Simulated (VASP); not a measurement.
The system is SrTiO3 (Tausonite).

```
Sr Ti O
1.0
     3.89475    0.00000    0.00000
     0.00000    3.89475    0.00000
     0.00000    0.00000    3.89475
Sr Ti O
1 1 3
Direct
  0.50000 0.50000 0.50000
  0.00000 0.00000 0.00000
  0.50000 0.00000 0.00000
  0.00000 0.50000 0.00000
  0.00000 0.00000 0.50000
```

Base run:

| Quantity | Value |
| --- | --- |
| Program | VASP 6.6.1 |
| Functional | HSE06 |
| Potentials or basis | VASP PAW PBE potentials, release 64 (Sr_sv, Ti_sv, O) |
| Cutoff | 520 eV |
| k mesh | 4 × 4 × 4 |
| Occupations | gaussian, width 0.03 eV |
| Spin | no spin polarisation |

Its results: band gap on the k mesh 3.33 eV, indirect (least direct gap 3.71 eV); pressure 0.7 GPa.

Question: The run is repeated on the same cell with these changes: functional from HSE06 to PBE0. What comes out?

Answer: Band gap on the k mesh 4.06 eV, indirect (least direct gap 4.43 eV); pressure 0.6 GPa.

Caveats: the PAW data sets were made with another functional, which shifts forces and pressure a little.
